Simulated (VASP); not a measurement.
# Splitting of the X valleys in cubic BN under biaxial (001) strain, TB-mBJ on LDA-relaxed cells

Cubic BN is a candidate for high-voltage and high-temperature electronics, and its films are usually strained by the substrate. Strain lifts the equivalence of the conduction valleys and so decides which of them the electrons fill. This matters for transport, because a valley has different effective masses along and across its axis. We calculate the valley energies with TB-mBJ for in-plane strains between −2 % and +2 %, with the normal stress relaxed to zero. The splitting is the energy of the [100] valley less that of the [001] valley, so a positive value means that [001] is lower. Single valley energies are counted from the valence-band top at the zone centre.

## Set-up

The start is a typed prototype cell. The crystal was relaxed with LDA. Equal strain is imposed in the (001) plane; the strain along the normal is adjusted until the normal stress vanishes, and the atoms are relaxed with LDA. VASP 6.6.1, plane waves with PAW, cutoff 600 eV, no spin polarisation. Band edges are single points at TB-mBJ (no spin-orbit coupling) on these cells, k mesh 11×11×11, read on short lines of k points at the zone centre and through the valleys; energies are counted from the valence-band top at the zone centre.  All levels use the PAW data sets made with LDA.

Notes on method and selection:

- A valley's energy from the valence-band top holds the shift of that top as well as the shift of the valley.
- The TB-mBJ parameter c is fixed anew from the density of each cell, so it changes along the series.
- Runs that did not converge, have known faults or may not be shown are not listed, and runs on Ansatz's PAW sets soft_1 and soft_2 are kept to separate tables.

Columns:

- strain (%): strain in the plane (tension positive).
- splitting (eV): valley along [100] less valley along [001].
- Δ [001] (eV): minimum of the conduction band along Γ–X in the [001] direction.
- Δ [100] (eV): minimum of the conduction band along Γ–X in the [100] direction.
- L [111] (eV): conduction level at L along [111].
- Γ level (eV): lowest conduction level at Γ.

Input lines of one member:

```
PREC = Accurate
ENCUT = 600
EDIFF = 1E-06
NELM = 150
ISMEAR = 0
SIGMA = 0.02
LREAL = .FALSE.
ALGO = Normal
METAGGA = MBJ
LASPH = .TRUE.
NBANDS = 9
KPAR = 2
```

Command (options for logging and memory left out): `mpirun -np 2 vasp_std`

## Data

| member | strain (%) | splitting (eV) | Δ [001] (eV) | Δ [100] (eV) | L [111] (eV) | Γ level (eV) |
| --- | --- | --- | --- | --- | --- | --- |
| −2 % | −2.0 | −0.516 | 6.073 | 5.557 | 11.283 | 10.396 |
| −1.5 % | −1.5 | −0.383 | 6.005 | 5.622 | 11.363 | 10.397 |
| −1 % | −1.0 | ? | ? | ? | ? | ? |
| −0.5 % | −0.5 | ? | ? | ? | ? | ? |
| 0 % | 0.0 | −0.001 | 5.810 | 5.809 | 11.359 | 10.403 |
| +0.5 % | 0.5 | 0.121 | 5.672 | 5.793 | 11.195 | 10.289 |
| +1 % | 1.0 | 0.240 | 5.538 | 5.778 | 11.011 | 10.178 |
| +1.5 % | 1.5 | 0.356 | 5.408 | 5.764 | 10.815 | 10.070 |
| +2 % | 2.0 | 0.470 | 5.282 | 5.752 | 10.614 | 9.965 |

Cells marked ? are withheld until the estimate has been made.

Least-squares fits to the members shown, with x = strain (%); R² and errors in the fitted variable (y, or ln y where the fit is in ln y):

| y | members | fit | R² | rms residual | leave-one-out rms | the same for the mean of the others |
| --- | --- | --- | --- | --- | --- | --- |
| splitting (eV) | 7 | y = −0.01197 + 0.2472 x | 1.00 | 0.0083 | 0.013 | 0.40 |
| Δ [001] (eV) | 7 | y = 5.726 − 0.1958 x | 0.97 | 0.046 | 0.065 | 0.32 |

## Interpretation

Under tension the [001] valley is lowest; under compression the lowest are [100] and its in-plane partner [010], which symmetry keeps equal. The splitting rises from −0.516 eV at −2 % to 0.470 eV at +2 %, a mean slope of (0.470 + 0.516) / 4 = 0.247 eV per % strain. At +0.5 % it is already 0.121 eV, roughly five times the thermal energy at room temperature. The levels at L and Γ stay more than 4 eV above the lowest valley in every row shown, so they play no part in the ordering.

To first order the splitting is $\Xi_u(\varepsilon_\parallel-\varepsilon_\perp)$, with $\Xi_u$ the shear deformation potential and $\varepsilon_\parallel$, $\varepsilon_\perp$ the strains in the plane and along the normal. In-plane tension shortens the crystal along the normal, so both terms act in the same direction. The positive sign of $\Xi_u$ has a simple origin in a nearly-free-electron picture. The valley minimum lies at X, where the conduction state is built mainly from plane waves whose wave vectors are of the (110) type, perpendicular to the valley axis. For the [001] valley these vectors lie in the film plane, and stretching the plane lowers their kinetic energy. The columns show the sign of the effect but not the make-up of the states.

The single valley energies are less regular. The [001] valley changes by (5.810 − 6.073) / 2 = −0.13 eV per % between −2 % and zero strain, but by (5.282 − 5.810) / 2 = −0.26 eV per % between zero and +2 %. The slope of the [100] valley drops by a similar amount, from 0.13 to −0.03 eV per %. The common cause is the reference: the valence-band top is a degenerate pair under compression and a single state under tension. Its shift cancels in the splitting, which therefore has only a mild, smooth curvature.

## Prediction

Plain estimates from the members shown:

- −0.5 %, fit at x = −0.5: −0.136 eV
- −0.5 %, straight-line interpolation between −1.5 % and 0 %: w = (−0.5 − (−1.5)) / (0.0 − (−1.5)) = 0.667, so −0.383 + 0.667 × (−0.001 − (−0.383)) = −0.128 eV
- −1 %, fit at x = −1.0: −0.259 eV
- −1 %, straight-line interpolation between −1.5 % and 0 %: w = (−1.0 − (−1.5)) / (0.0 − (−1.5)) = 0.333, so −0.383 + 0.333 × (−0.001 − (−0.383)) = −0.256 eV

The straight-line fit is not the best route here. It gives −0.012 eV at zero strain, where symmetry requires zero, because it ignores the curvature. Interpolation between −1.5 % and 0 % avoids this offset, but its chord lies below a curve whose slope falls with strain. We correct it with a parabola through the rows at −1.5, 0 and +0.5 %.

The slopes of the two intervals are 0.382 / 1.5 = 0.2547 and 0.122 / 0.5 = 0.2440 eV per %. The quadratic coefficient is (0.2440 − 0.2547) / 2.0 = −0.0053 eV per %². The correction to the chord is this coefficient times (x + 1.5) x:

- −0.5 %: −0.0053 × 1.0 × (−0.5) = +0.003, so −0.128 + 0.003 = −0.125 eV, or −0.126 eV with unrounded terms.
- −1 %: −0.0053 × 0.5 × (−1.0) = +0.003, so −0.256 + 0.003 = −0.253 eV.

As a trial, the same construction through −2, 0 and +0.5 % gives −0.383 eV at −1.5 %, equal to the calculated value. The remaining uncertainty is that of the input energies. The two valleys differ by 0.001 eV at zero strain, where they should coincide, and we take this as one standard deviation. Both members should have the [100] and [010] valleys lowest.

**Committed estimate, −0.5 %: splitting = −0.126 ± 0.001 eV.**  
**Committed estimate, −1 %: splitting = −0.253 ± 0.001 eV.**

## Outcome

| member | strain (%) | splitting (eV) | Δ [001] (eV) | Δ [100] (eV) | L [111] (eV) | Γ level (eV) |
| --- | --- | --- | --- | --- | --- | --- |
| −1 % | −1.0 | −0.253 | 5.938 | 5.686 | 11.408 | 10.399 |
| −0.5 % | −0.5 | −0.125 | 5.873 | 5.748 | 11.408 | 10.401 |

| member | estimate | splitting (eV) | computed | estimate − computed | miss in error bars |
| --- | --- | --- | --- | --- | --- |
| −0.5 % | committed | −0.126 | −0.125 | −0.001 | 1.0 |
| −0.5 % | fit | −0.136 | −0.125 | −0.011 |  |
| −0.5 % | interpolation | −0.128 | −0.125 | −0.003 |  |
| −1 % | committed | −0.253 | −0.253 | 0.000 | 0.0 |
| −1 % | fit | −0.259 | −0.253 | −0.006 |  |
| −1 % | interpolation | −0.256 | −0.253 | −0.003 |  |

Both estimates held. At −1 % the computed splitting is −0.253 eV, as estimated; at −0.5 % it is −0.125 eV against our −0.126 eV, a miss of one error bar. Interpolation came out 0.003 eV too low at both strains, and the straight-line fit 0.011 and 0.006 eV too low. The curvature correction of +0.003 eV thus had the right sign and size. As expected, the in-plane valleys are lowest in both cells.

The new rows also place the change of slope in the single valley energies more closely. The [001] valley moves by (5.810 − 5.873) / 0.5 = −0.13 eV per % just below zero strain and by (5.672 − 5.810) / 0.5 = −0.28 eV per % just above it. The splitting has nearly the same slope on both sides, 0.248 and 0.244 eV per %. This is what a change in the character of the valence-band top at zero strain should give, since the reference drops out of the difference between two valleys.

## Exceptions

Least-squares fits to the whole series, with x = strain (%); R² and errors in the fitted variable (y, or ln y where the fit is in ln y):

| y | members | fit | R² | rms residual | leave-one-out rms | the same for the mean of the others |
| --- | --- | --- | --- | --- | --- | --- |
| splitting (eV) | 9 | y = −0.01011 + 0.2464 x | 1.00 | 0.0081 | 0.012 | 0.36 |
| Δ [001] (eV) | 9 | y = 5.733 − 0.1985 x | 0.97 | 0.043 | 0.058 | 0.29 |

Largest departures from the fit to the whole series:

| member | splitting (eV) | fit | computed − fit | in rms residuals |
| --- | --- | --- | --- | --- |
| −2 % | −0.516 | −0.503 | −0.013 | 1.6 |
| +2 % | 0.470 | 0.483 | −0.013 | 1.6 |
| 0 % | −0.001 | −0.010 | +0.009 | 1.1 |
| −0.5 % | −0.125 | −0.133 | +0.008 | 1.0 |

No single member stands out. The largest departures from the straight line form a pattern: −2 % and +2 % both lie 0.013 eV below it, while 0 % and −0.5 % lie 0.009 and 0.008 eV above it. That is the mark of a smooth curve fitted by a line.

The rows at −2, 0 and +2 % give a quadratic coefficient of (−0.516 + 0.470 + 2 × 0.001) / 8 = −0.0055 eV per %². At 2 % strain of either sign this amounts to −0.0055 × 4 = −0.022 eV, which is the whole difference between the departures at the ends and at the centre. Second-order terms in the response of the valley energies to strain are the likely source; the change of the TB-mBJ parameter c from cell to cell may also contribute.

## Conclusions and limits

Between −2 % and +2 %, the splitting in eV follows $0.2465\,x - 0.0055\,x^2$, with $x$ the strain in %. The coefficients come from the rows at −2, 0 and +2 %, the linear one being (0.470 + 0.516) / 4 = 0.2465. All nine rows are met within 0.002 eV, whereas estimating each row by the mean of the others gives an rms error of 0.36 eV. A further strain inside this range can be estimated equally well at this level of theory.

For a device, +0.5 % tension is already enough to empty most of the in-plane valleys. With $kT$ = 0.026 eV (room temperature) and a non-degenerate electron gas, [100] and [010] together hold about 2 × exp(−0.121 / 0.026) = 0.02 of the population of [001].

Lattice vibrations are not included. These vibrations, including zero-point motion, lower the gap by roughly a few tenths of an eV, but they should shift the three valleys almost equally and so largely cancel in the splitting.

[Logs are printed without paths, hosts, clocks, repeated set-up lines and the standing remarks that a program may print on its own settings, such as how far it seeks lower states.]
